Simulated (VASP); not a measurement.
Output of a VASP run:

**OUTCAR**
```
 ion  position               nearest neighbor table
   1  0.000  0.000  0.000-   2 2.75   3 2.75   3 2.75   2 2.75   3 2.75   2 2.75
   2  0.333  0.667  0.231-   1 2.75   1 2.75   1 2.75
   3  0.667  0.333  0.769-   1 2.75   1 2.75   1 2.75
  LATTYP: Found a hexagonal cell.
 ALAT       =     3.8726351014
 C/A-ratio  =     1.7805759102
 Subroutine PRICEL returns:
 Original cell was already a primitive cell.
 Subroutine GETGRP returns: Found 12 space group operations
The static configuration has the point symmetry D_3d.
The dynamic configuration has the point symmetry D_3d.
 Subroutine INISYM returns: Found 12 space group operations
 Subroutine IBZKPT returns following result:
 Found     28 irreducible k-points:

 Following reciprocal coordinates:
            Coordinates               Weight
  0.000000  0.000000  0.000000      1.000000
  0.142857  0.000000  0.000000      6.000000
  0.285714  0.000000  0.000000      6.000000
  0.428571 -0.000000  0.000000      6.000000
  0.142857  0.142857  0.000000      6.000000
  0.285714  0.142857  0.000000     12.000000
  0.428571  0.142857  0.000000      6.000000
  0.285714  0.285714  0.000000      6.000000
  0.000000  0.000000  0.250000      2.000000
  0.142857  0.000000  0.250000      6.000000
  0.000000  0.142857  0.250000      6.000000
  0.285714  0.000000  0.250000      6.000000
  0.000000  0.285714  0.250000      6.000000
  0.428571 -0.000000  0.250000      6.000000
 -0.000000  0.428571  0.250000      6.000000
  0.142857  0.142857  0.250000     12.000000
  0.285714  0.142857  0.250000     12.000000
 -0.142857  0.428571  0.250000     12.000000
  0.428571  0.142857  0.250000     12.000000
  0.285714  0.285714  0.250000     12.000000
  0.000000  0.000000  0.500000      1.000000
  0.142857  0.000000  0.500000      6.000000
  0.285714  0.000000  0.500000      6.000000
  0.428571 -0.000000  0.500000      6.000000
  0.142857  0.142857  0.500000      6.000000
  0.285714  0.142857  0.500000     12.000000
  0.428571  0.142857  0.500000      6.000000
  0.285714  0.285714  0.500000      6.000000
   k-points           NKPTS =     28   k-points in BZ     NKDIM =     28   number of bands    NBANDS=     17
   number of dos      NEDOS =    301   number of ions     NIONS =      3
   total plane-waves  NPLWV =  39200
   dimension x,y,z NGX =    28 NGY =   28 NGZ =   50
   dimension x,y,z NGXF=    56 NGYF=   56 NGZF=  100
   ions per type =               1   2
   PREC   = accura    normal or accurate (medium, high low for compatibility)
   ISTART =      0    job   : 0-new  1-cont  2-samecut
   ICHARG =      2    charge: 1-file 2-atom 10-const
   ISPIN  =      1    spin polarized calculation?
   LNONCOLLINEAR =      F non collinear calculations
   LSORBIT =      F    spin-orbit coupling
   INIWAV =      1    electr: 0-lowe 1-rand  2-diag
   ENCUT  =  500.0 eV  36.75 Ry    6.06 a.u.   7.06  7.06 12.57*2*pi/ulx,y,z
   NELM   =    100;   NELMIN=  2; NELMDL= -5     # of ELM steps
   EDIFF  = 0.1E-05   stopping-criterion for ELM
   LREAL  =      F    real-space projection
   NLSPLINE    = F    spline interpolate recip. space projectors
   LMAXMIX     =    4 max onsite mixed and CHGCAR
   VOSKOWN=      0    Vosko Wilk Nusair interpolation
   EDIFFG = -.2E-01   stopping-criterion for IOM
   NSW    =     40    number of steps for IOM
   NBLOCK =      1;   KBLOCK =     40    inner block; outer block
   IBRION =      2    ionic relax: 0-MD 1-quasi-New 2-CG
   NFREE  =      1    steps in history (QN), initial steepest desc. (CG)
   ISIF   =      3    stress and relaxation
   ISYM   =      2    0-nonsym 1-usesym 2-fastsym
   TEIN   =    0.0    initial temperature
   TEBEG  =    0.0;   TEEND  =   0.0 temperature during run
   SMASS  =  -3.00    Nose mass-parameter (am)
   PSTRESS=    0.0 pullay stress
   NELECT =      26.0000    total number of electrons
   EFERMI =   0.00;   METHOD = LEGACY
   ISMEAR =     0;   SIGMA  =   0.05  broadening in eV -4-tet -1-fermi 0-gaus
...
```

### OSZICAR
```
       N       E                     dE             d eps       ncg     rms          rms(c)
DAV:   1     0.188672396197E+03    0.18867E+03   -0.12044E+04   953   0.162E+03
DAV:   2     0.884166961816E+01   -0.17983E+03   -0.17676E+03  1037   0.368E+02
DAV:   3    -0.114861569519E+02   -0.20328E+02   -0.19655E+02  1237   0.119E+02
DAV:   4    -0.121259600356E+02   -0.63980E+00   -0.63909E+00  1105   0.221E+01
DAV:   5    -0.121422878124E+02   -0.16328E-01   -0.16324E-01  1497   0.364E+00    0.467E+00
DAV:   6    -0.118850217592E+02    0.25727E+00   -0.65999E-01  1397   0.870E+00    0.302E+00
DAV:   7    -0.118698236187E+02    0.15198E-01   -0.15530E-01  1159   0.273E+00    0.969E-01
DAV:   8    -0.118697184195E+02    0.10520E-03   -0.13009E-02  1228   0.113E+00    0.262E-01
DAV:   9    -0.118702688271E+02   -0.55041E-03   -0.14490E-03  1094   0.330E-01    0.818E-02
DAV:  10    -0.118702869131E+02   -0.18086E-04   -0.12924E-04  1357   0.889E-02    0.323E-02
DAV:  11    -0.118703226831E+02   -0.35770E-04   -0.58671E-05  1039   0.486E-02    0.100E-02
DAV:  12    -0.118703226128E+02    0.70330E-07   -0.29078E-06  1113   0.141E-02
   1 F= -.11870323E+02 E0= -.11870323E+02  d E =-.118703E+02
```

OUTCAR:
```
------------------------ aborting loop because EDIFF is reached ----------------------------------------
  FORCE on cell =-STRESS in cart. coord.  units (eV):
  Direction    XX          YY          ZZ          XY          YZ          ZX
  --------------------------------------------------------------------------------------
  Total        0.0361606      0.0361606      0.0231793     -0.0000000      0.0000000      0.0000000
  in kB        0.6468980      0.6468981      0.4146680     -0.0000000      0.0000000      0.0000000
  external PRESSURE =       0.5694880 kB  Pullay stress =       0.0000000 kB
  volume of cell :       89.56
      direct lattice vectors                 reciprocal lattice vectors
     1.936317455 -3.353800433  0.000000000     0.258222121 -0.149084601  0.000000000
     1.936317455  3.353800433  0.000000000     0.258222121  0.149084601  0.000000000
     0.000000000  0.000000000  6.895520771     0.000000000  0.000000000  0.145021679
 POSITION                                       TOTAL-FORCE (eV/Angst)
 -----------------------------------------------------------------------------------
      0.00000      0.00000      0.00000        -0.000000      0.000000      0.000000
      1.93632      1.11794      1.59507         0.000000     -0.000000      0.000081
      1.93632     -1.11794      5.30045         0.000000      0.000000     -0.000081
 -----------------------------------------------------------------------------------
    total drift:                                0.000000     -0.000000      0.000000
  FREE ENERGIE OF THE ION-ELECTRON SYSTEM (eV)
  ---------------------------------------------------
  free  energy   TOTEN  =       -11.8703226128 eV

  energy  without entropy=      -11.8703226128  energy(sigma->0) =      -11.87032261

 reached required accuracy - stopping structural energy minimisation
```
(Selected blocks of OUTCAR.)

File POSCAR:
```
SnSe2
1
    1.9363174546    -3.3538004329    -0.0000000000
    1.9363174546     3.3538004329     0.0000000000
    0.0000000000     0.0000000000     6.8955207707
Sn Se
1 2
Direct
  0.0000000000   0.0000000000   1.0000000000
  0.3333330000   0.6666670000   0.2313193975
  0.6666670000   0.3333330000   0.7686806025
```

Problem. Write an INCAR and KPOINTS that could have produced this output.

Solution. One answer among several that fit: the input of the run itself, PBE GGA, plane waves, VASP's PBE PAW potentials (set 64).

**INCAR**
```
# general
SYSTEM   =  SnSe2
PREC     =  Accurate
ENCUT    =  500
LREAL    =  .False.
LASPH    =  .True.

# electronic loop
EDIFF    =  1E-6
NELM     =  100
ALGO     =  Normal
LMAXMIX  =  4

# smearing
ISMEAR   =  0
SIGMA    =  0.05

# functional
GGA      =  PE

# ions
IBRION   =  2
NSW      =  40
ISIF     =  3
EDIFFG   =  -0.02

# output
LWAVE    =  .False.
LCHARG   =  .False.
```

**KPOINTS**
```
Regular mesh
0
Gamma
  7 7 4
```

POTCAR, in this order: Sn_d Se (PBE.64 set). Program: vasp_std.

Without a dispersion term in the relaxation, distances and binding between the weakly bound layers, chains or molecules are unreliable, and so is what depends on them.

The compound is SnSe2 in the 1T layered structure. It was relaxed first, which changed the volume by +16 %.
